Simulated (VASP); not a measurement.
Here is the system:

```
CELL_PARAMETERS angstrom
      0.00000     2.58000     2.58000
      2.58000     0.00000     2.58000
      2.58000     2.58000     0.00000
ATOMIC_POSITIONS crystal
  Sr 0.00000 0.00000 0.00000
  O  0.50000 0.50000 0.50000
```

Level of theory: PBE GGA, VASP's PBE PAW potentials (set 64) (plane waves; VASP 6.6.1). Numerical set-up: 520 eV cut-off, 5×5×5 Γ-centred mesh, Gaussian smearing of 0.050 eV, potentials Sr_sv O.

Task: Predict the energy per atom (σ→0), pressure.

Result: 
```yaml
energy per atom (σ→0): -6.024 eV/atom
pressure: 2.35 GPa
```

The absolute energy has meaning only against runs of the same code, potentials and settings.

The compound is SrO in the rock salt structure. The cell was not relaxed at this level. The k-mesh is coarse (spacing up to 0.42 per Å, 2π included), so the numbers may not be converged in it. The run is one of a series of settings (KPOINTS 5×5×5 Γ-centred mesh against the base run), some of them coarse on purpose.
